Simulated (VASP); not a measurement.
Energy against volume of SrTe (rock salt). Method: r2SCAN+rVV10, VASP's PBE PAW potentials (set 64) (plane waves; VASP). Settings: 520 eV cut-off, 7×7×7 Γ-centred mesh, Gaussian smearing of 0.050 eV, potentials Sr_sv Te.

| V (Å³/atom) | E (eV/atom) |
|---|---|
| 35.006 | -22.06218 |
| 36.124 | -22.07520 |
| 37.241 | -22.07928 |
| 38.358 | -22.07573 |

Problem. Fit these four points and predict the energy of the run at 39.475 Å³/atom.

Solution. A cubic in V^(−2/3), the third-order Birch-Murnaghan form, passes through the four points with V0 = 37.25 Å³/atom and B0 = 36 GPa, and gives -22.0656 eV/atom there. The run gave -22.0657 eV/atom, -0.0 meV/atom from the fit; all five points give B0 = 36 GPa.

The compound is SrTe in the rock salt structure. It was relaxed first.
